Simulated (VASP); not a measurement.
# Al36CN35 (a cell with a defect) in VASP: settings compared

One crystal, Al36CN35 (a cell with a defect), is run at these levels: PBE, HSE06; tasks: relaxation of the atoms, single point.

All numbers are computed with VASP 6.6.1; they aren't measurements. Logs are shortened: lines on timing, memory, paths and dates and some standing lists are left out, and cuts for length are marked.

## 1. Starting point

The cell holds a defect, 72 atoms: a = 9.384 Å, b = 9.384 Å, c = 10.032 Å, α = 90.00°, β = 90.00°, γ = 120.00°.

## 2. Relaxation of the atoms, PBE

The input, INCAR:

```
SYSTEM = Al36CN35
  PREC = Normal
  ENCUT = 450
  EDIFF = 1E-6
  ISMEAR = 0
  SIGMA = 0.01
  LREAL = Auto
  LASPH = .TRUE.
  NELM = 80
  ALGO = Normal
  ISIF = 2
  LWAVE = .FALSE.
  LCHARG = .FALSE.
  GGA = PE
  IBRION = 2
  NSW = 70
  EDIFFG = -0.025
  ICORELEVEL = 1
  NELECT = 288.0
  ISYM = 0
  LUSENCCL = .FALSE.
```

The input, KPOINTS:

```
Automatic mesh
0
G
  2 2 2
  0 0 0
```

The input, POSCAR:

```
Al36CN35
1.0
   -9.3835980000      0.0000000000      0.0000000000
    4.6917990000     -8.1264360000      0.0000000000
    0.0000000000      0.0000000000     10.0318520000
Al C N
36 1 35
Direct
    0.5555556700      0.4444443300      0.4996495000
    0.5565702500      0.4473848900      0.0062262200
    0.5555556700      0.1111110000      0.4996495000
    0.5555556700      0.1111110000      0.9996495000
    0.5555556700      0.7777776700      0.4996495000
    0.5555556700      0.7777776700      0.9996495000
    0.2222223300      0.4444443300      0.4996495000
    0.2222223300      0.4444443300      0.9996495000
    0.2222223300      0.1111110000      0.4996495000
    0.2222223300      0.1111110000      0.9996495000
    0.2222223300      0.7777776700      0.4996495000
    0.2222223300      0.7777776700      0.9996495000
    0.8888890000      0.4444443300      0.4996495000
    0.8888890000      0.4444443300      0.9996495000
    0.8888890000      0.1111110000      0.4996495000
    0.8888890000      0.1111110000      0.9996495000
    0.8888890000      0.7777776700      0.4996495000
    0.8888890000      0.7777776700      0.9996495000
    0.4380844900      0.5494369800      0.2452082500
    0.4444443300      0.5555556700      0.7496495000
    0.4398173600      0.2223663700      0.2449459300
    0.4444443300      0.2222223300      0.7496495000
    0.4444443300      0.8888890000      0.2496495000
    0.4444443300      0.8888890000      0.7496495000
    0.1111110000      0.5555556700      0.2496495000
    0.1111110000      0.5555556700      0.7496495000
    0.1111110000      0.2222223300      0.2496495000
    0.1111110000      0.2222223300      0.7496495000
    0.1111110000      0.8888890000      0.2496495000
    0.1111110000      0.8888890000      0.7496495000
    0.7733275800      0.5533592900      0.2473568100
    0.7777776700      0.5555556700      0.7496495000
    0.7777776700      0.2222223300      0.2496495000
    0.7777776700      0.2222223300      0.7496495000
    0.7777776700      0.8888890000      0.2496495000
    0.7777776700      0.8888890000      0.7496495000
    0.5504702800      0.4549563700      0.1915348400
    0.5555556700      0.4444443300      0.6903505000
    0.5555556700      0.1111110000      0.1903505000
    0.5555556700      0.1111110000      0.6903505000
    0.5555556700      0.7777776700      0.1903505000
    0.5555556700      0.7777776700      0.6903505000
    0.2222223300      0.4444443300      0.1903505000
    0.2222223300      0.4444443300      0.6903505000
    0.2222223300      0.1111110000      0.1903505000
    0.2222223300      0.1111110000      0.6903505000
    0.2222223300      0.7777776700      0.1903505000
    0.2222223300      0.7777776700      0.6903505000
    0.8888890000      0.4444443300      0.1903505000
    0.8888890000      0.4444443300      0.6903505000
    0.8888890000      0.1111110000      0.1903505000
    0.8888890000      0.1111110000      0.6903505000
    0.8888890000      0.7777776700      0.1903505000
    0.8888890000      0.7777776700      0.6903505000
    0.4444443300      0.5555556700      0.4403505000
    0.4444443300      0.5555556700      0.9403505000
    0.4444443300      0.2222223300      0.4403505000
    0.4444443300      0.2222223300      0.9403505000
    0.4444443300      0.8888890000      0.4403505000
    0.4444443300      0.8888890000      0.9403505000
    0.1111110000      0.5555556700      0.4403505000
    0.1111110000      0.5555556700      0.9403505000
    0.1111110000      0.2222223300      0.4403505000
    0.1111110000      0.2222223300      0.9403505000
    0.1111110000      0.8888890000      0.4403505000
    0.1111110000      0.8888890000      0.9403505000
    0.7777776700      0.5555556700      0.4403505000
    0.7777776700      0.5555556700      0.9403505000
    0.7777776700      0.2222223300      0.4403505000
    0.7777776700      0.2222223300      0.9403505000
    0.7777776700      0.8888890000      0.4403505000
    0.7777776700      0.8888890000      0.9403505000
```

Potentials or basis: VASP PAW PBE potentials, release 64 (Al, C, N).

Started as:

```
cat potpaw_PBE.64/Al/POTCAR potpaw_PBE.64/C/POTCAR potpaw_PBE.64/N/POTCAR > POTCAR
mpirun -np 1 vasp_std > vasp.out
```

OUTCAR:

```text
SYSTEM = Al36CN35
   PREC = Normal
   ENCUT = 450
   EDIFF = 1E-6
   ISMEAR = 0
   LREAL = Auto
   LASPH = .TRUE.
   NELM = 80
   ISIF = 2
   GGA = PE
   IBRION = 2
   NSW = 70
   EDIFFG = -0.025
   NELECT = 288.0
   ISYM = 0

 ion  position               nearest neighbor table
   1  0.556  0.444  0.500-  67 1.90  57 1.90  55 1.90  38 1.91  31 3.09  32 3.09  22 3.09  20 3.09
                            13 3.13   7 3.13   3 3.13   9 3.13  17 3.13   5 3.13  19 3.13  21 3.13
   2  0.557  0.447  0.006-  37 1.86  56 1.91  68 1.92  58 1.95  31 2.99  19 2.99  21 3.01   6 3.11
                            18 3.11   8 3.12  14 3.13  20 3.14  32 3.14  10 3.15   4 3.15  22 3.16
   3  0.556  0.111  0.500-  69 1.90  59 1.90  57 1.90  40 1.91  33 3.09  34 3.09  23 3.09  24 3.09
                            22 3.09  15 3.13   9 3.13   1 3.13  13 3.13   5 3.13  11 3.13  21 3.15
   4  0.556  0.111  1.000-  70 1.90  60 1.90  58 1.90  39 1.91  21 3.08  33 3.09  34 3.09  23 3.09
                            24 3.09  22 3.09  16 3.13  10 3.13  14 3.13   6 3.13  12 3.13   2 3.15
   5  0.556  0.778  0.500-  71 1.90  55 1.90  59 1.90  42 1.91  35 3.09  36 3.09  20 3.09  23 3.09
                            24 3.09  17 3.13  11 3.13   3 3.13  15 3.13   1 3.13   7 3.13  19 3.16
   6  0.556  0.778  1.000-  72 1.90  56 1.90  60 1.90  41 1.91  19 3.08  35 3.09  36 3.09  20 3.09
                            23 3.09  24 3.09   2 3.11  18 3.13  12 3.13  16 3.13   4 3.13   8 3.13
   7  0.222  0.444  0.500-  55 1.90  63 1.90  61 1.90  44 1.91  20 3.09  27 3.09  28 3.09  25 3.09
                            26 3.09  19 3.10  13 3.13   1 3.13   9 3.13  15 3.13   5 3.13  11 3.13
   8  0.222  0.444  1.000-  56 1.90  64 1.90  62 1.90  43 1.91  19 3.02  20 3.09  27 3.09  28 3.09
                            25 3.09  26 3.09   2 3.12  14 3.13  10 3.13  16 3.13   6 3.13  12 3.13
   9  0.222  0.111  0.500-  57 1.90  65 1.90  63 1.90  46 1.91  22 3.09  29 3.09  30 3.09  27 3.09
[... 89 lines left out ...]
  71  0.778  0.889  0.440-   5 1.90  15 1.90  17 1.90  35 1.91
  72  0.778  0.889  0.940-   6 1.90  16 1.90  18 1.90  36 1.91

IMPORTANT INFORMATION: All symmetrisations will be switched off!
NOSYMM: (Re-)initialisation of all symmetry stuff for point group C_1.

----------------------------------------------------------------------------------------

                                     Primitive cell

  volume of cell :     764.9810

  direct lattice vectors                    reciprocal lattice vectors
    -9.383598000  0.000000000  0.000000000    -0.106568930 -0.061527587  0.000000000
     4.691799000 -8.126436000  0.000000000     0.000000000 -0.123055174  0.000000000
     0.000000000  0.000000000 10.031852000     0.000000000  0.000000000  0.099682491

  length of vectors
     9.383598000  9.383599518 10.031852000     0.123055194  0.123055174  0.099682491

  position of ions in fractional coordinates (direct lattice)
     0.555555670  0.444444330  0.499649500
     0.556570250  0.447384890  0.006226220
     0.555555670  0.111111000  0.499649500
     0.555555670  0.111111000  0.999649500
     0.555555670  0.777777670  0.499649500
     0.555555670  0.777777670  0.999649500
[... 64 lines left out ...]
     0.777777670  0.888889000  0.440350500
     0.777777670  0.888889000  0.940350500

  ion indices of the primitive-cell ions
   primitive index   ion index
                 1           1
                 2           2
                 3           3
                 4           4
                 5           5
                 6           6
[... 64 lines left out ...]
                71          71
                72          72

----------------------------------------------------------------------------------------

 KPOINTS: Automatic mesh

Automatic generation of k-mesh.
 Grid dimensions read from file:
 generate k-points for:    2    2    2

 Generating k-lattice:

  Cartesian coordinates                     Fractional coordinates (reciprocal lattice)
[... 35 lines left out ...]
   IVDW    =     0    specifies the selected vdW correction
   LEPSILON=     F    determine dielectric tensor
   LRPA    =     F    only Hartree local field effects (RPA)
 conjugate gradient relaxation of ions
 non-spin polarized calculation
 Gauss-broadening in eV      SIGMA  =   0.01
  energy-cutoff  :      450.00
  volume of cell :      764.98
 maximum number of plane-waves:     16628
   NGX = 33   NGY = 33   NGZ = 35

--------------------------------------- Ionic step        1  -------------------------------------------

 number of electron     288.0000174 magnetization

 Free energy of the ion-electron system (eV)
  ---------------------------------------------------
  ext. energy  EPLUGINS =         0.00000000
  ---------------------------------------------------
  free energy    TOTEN  =      -524.98207224 eV

  energy without entropy =     -524.98207224  energy(sigma->0) =     -524.98207224

------------------------ aborting loop because EDIFF is reached ----------------------------------------

  FORCE on cell =-STRESS in cart. coord.  units (eV):
  Direction    XX          YY          ZZ          XY          YZ          ZX
  --------------------------------------------------------------------------------------
  -------------------------------------------------------------------------------------
  Total       15.6669415     10.7343046     12.1458056     -0.8658111     -1.0363917      0.5930648
  in kB       32.8128666     22.4819443     25.4381942     -1.8133562     -2.1706204      1.2421159
  external PRESSURE =      26.9110017 kB  Pullay stress =       0.0000000 kB
[... 299 lines left out ...]
  FREE ENERGIE OF THE ION-ELECTRON SYSTEM (eV)
  ---------------------------------------------------
  free  energy   TOTEN  =      -525.3930895274 eV

  energy  without entropy=     -525.3930895274  energy(sigma->0) =     -525.39308953

[... ionic steps 4 to 9 ...]

--------------------------------------- Ionic step       10  -------------------------------------------

 number of electron     288.0000094 magnetization

------------------------ aborting loop because EDIFF is reached ----------------------------------------
[... 207 lines left out ...]
--------------------------------------- Ionic step       12  -------------------------------------------

 number of electron     288.0000091 magnetization

 Free energy of the ion-electron system (eV)
  ---------------------------------------------------
  ext. energy  EPLUGINS =         0.00000000
  ---------------------------------------------------
  free energy    TOTEN  =      -525.49110591 eV

  energy without entropy =     -525.49110591  energy(sigma->0) =     -525.49110591

 the core state eigenenergies are
   1-  1s  -1497.4377  2s    -94.7487  2p    -56.2016
   2-  1s  -1496.7298  2s    -94.1396  2p    -55.5878
   3-  1s  -1497.3262  2s    -94.7157  2p    -56.1648
   4-  1s  -1497.3775  2s    -94.7357  2p    -56.1863
   5-  1s  -1497.3307  2s    -94.7199  2p    -56.1690
   6-  1s  -1497.3840  2s    -94.7412  2p    -56.1919
[... 64 lines left out ...]
  71-  1s   -367.9187
  72-  1s   -367.9128

 E-fermi :   6.8868     XC(G=0): -10.8573

 val. band max:        6.7741776753   @ k =   0.0000   0.0000   0.0000
 cond. band min:      10.0921268746   @ k =   0.0000   0.0000   0.0000
 fundamental gap:      3.3179491993
 Fermi energy:         6.8867513819

 k-point     1 :       0.0000    0.0000    0.0000
  band No.  band energies     occupation
      1      -9.1230      2.00000
      2      -8.2771      2.00000
      3      -8.2318      2.00000
      4      -7.9802      2.00000
      5      -7.9543      2.00000
      6      -7.9532      2.00000
[... 1261 lines left out ...]
    155      11.7696      0.00000
    156      11.7934      0.00000
 [bands above 156 left out]

------------------------ aborting loop because EDIFF is reached ----------------------------------------

  FORCE on cell =-STRESS in cart. coord.  units (eV):
  Direction    XX          YY          ZZ          XY          YZ          ZX
  --------------------------------------------------------------------------------------
  -------------------------------------------------------------------------------------
  Total       12.4096662     12.3766014     11.1861119     -0.0591966     -0.0030691      0.0457614
  in kB       25.9908242     25.9215733     23.4282103     -0.1239815     -0.0064280      0.0958428
  external PRESSURE =      25.1135359 kB  Pullay stress =       0.0000000 kB
[... 87 lines left out ...]
  FREE ENERGIE OF THE ION-ELECTRON SYSTEM (eV)
  ---------------------------------------------------
  free  energy   TOTEN  =      -525.4911059134 eV

  energy  without entropy=     -525.4911059134  energy(sigma->0) =     -525.49110591

 reached required accuracy - stopping structural energy minimisation
```

Wall time 53 min (1 × NVIDIA H100 80GB with 1 thread of AMD EPYC 7R13 (Zen 3), shared host); peak memory 1.7 GiB.

What came out:

- Free energy: -525.4911 eV
- Energy gained by relaxing: 7.1 meV/atom
- Ionic steps: 12
- Largest force after relaxing: 0.024 eV/Å
- Band gap on the k mesh: 3.32 eV, direct

Forces in eV/Å, atoms in the order of the input:
```
Al  -0.012  0.001 -0.015
Al  -0.009  0.005  0.015
Al   0.006  0.001  0.008
Al   0.005 -0.001  0.002
Al  -0.001 -0.007  0.002
Al  -0.004  0.002 -0.002
Al   0.008  0.000  0.011
Al  -0.002  0.002 -0.008
Al   0.000  0.001  0.004
Al  -0.003 -0.004 -0.006
Al   0.010 -0.007  0.002
Al   0.008 -0.002  0.010
Al   0.002 -0.001  0.002
Al   0.002  0.002  0.001
Al   0.010 -0.008  0.008
Al   0.003 -0.004  0.016
Al   0.004  0.001 -0.003
Al   0.008  0.008 -0.001
Al  -0.016  0.009 -0.016
Al  -0.002  0.012  0.005
Al  -0.013  0.010 -0.005
Al   0.006 -0.008  0.008
Al  -0.007 -0.009 -0.006
Al   0.002 -0.004  0.007
Al   0.016 -0.005 -0.004
Al   0.001  0.006  0.000
Al   0.000  0.010 -0.003
Al  -0.007 -0.009 -0.001
Al   0.004  0.011 -0.003
Al   0.008 -0.010  0.006
Al  -0.013 -0.001 -0.012
Al   0.012  0.010  0.010
Al   0.005 -0.003 -0.005
Al   0.013 -0.008  0.004
Al  -0.011 -0.003 -0.011
Al   0.004  0.002  0.001
C   -0.004  0.001 -0.007
N    0.009 -0.006 -0.003
N   -0.013  0.014  0.000
N    0.005  0.002 -0.004
N   -0.007 -0.009 -0.012
N   -0.003  0.012 -0.006
N   -0.012  0.001 -0.008
N   -0.007 -0.006 -0.001
N   -0.001 -0.003 -0.005
N    0.006 -0.009 -0.001
N   -0.014  0.006  0.014
N    0.002  0.003  0.005
N   -0.014 -0.003 -0.001
N    0.001 -0.005 -0.002
N   -0.003  0.006  0.010
N    0.002  0.002  0.010
N   -0.005 -0.010 -0.005
N    0.017  0.004 -0.003
N    0.003  0.003 -0.004
N    0.004  0.001  0.002
N    0.007  0.002 -0.007
N    0.006  0.003  0.002
N   -0.007  0.013 -0.003
N   -0.003  0.013  0.005
N   -0.019  0.005 -0.007
N   -0.011  0.003  0.004
N   -0.005 -0.017 -0.003
N    0.005 -0.007 -0.001
N    0.007 -0.005 -0.002
N    0.007 -0.004  0.008
N   -0.001 -0.002  0.002
N   -0.006 -0.004  0.000
N    0.003 -0.003 -0.003
N   -0.005  0.004  0.008
N    0.011  0.003  0.002
N    0.010 -0.008 -0.005
```

Step by step:
| step | energy change (eV) | largest force (eV/Å) | pressure (GPa) |
| --- | --- | --- | --- |
| 1 | 0.0000 | 3.5696 | 2.69 |
| 2 | -0.1382 | 2.7129 | 2.71 |
| 3 | -0.4110 | 0.7319 | 2.58 |
| 4 | -0.4747 | 0.3692 | 2.55 |
| 5 | -0.4747 | 0.3537 | 2.55 |
| 6 | -0.4962 | 0.1635 | 2.54 |
| 7 | -0.4967 | 0.1635 | 2.53 |
| 8 | -0.5051 | 0.0951 | 2.53 |
| 9 | -0.5052 | 0.1021 | 2.52 |
| 10 | -0.5080 | 0.0599 | 2.52 |
| 11 | -0.5081 | 0.0659 | 2.52 |
| 12 | -0.5090 | 0.0242 | 2.51 |

Core levels (eV, on the scale of the bands):
| atom | levels |
| --- | --- |
| 1 Al | 1s -1497.4, 2s -94.7, 2p -56.2 |
| 2 Al | 1s -1496.7, 2s -94.1, 2p -55.6 |
| 3 Al | 1s -1497.3, 2s -94.7, 2p -56.2 |
| 4 Al | 1s -1497.4, 2s -94.7, 2p -56.2 |
| 5 Al | 1s -1497.3, 2s -94.7, 2p -56.2 |
| 6 Al | 1s -1497.4, 2s -94.7, 2p -56.2 |

Caveat: the cell is charged against a uniform background, so pressure and absolute levels hang on convention; the cutoff is under 1.25 times the usual one of these potentials, so pressure, stress and relaxed cells hold a basis-set (Pulay) error.

(Continued in part 2 of 2.)
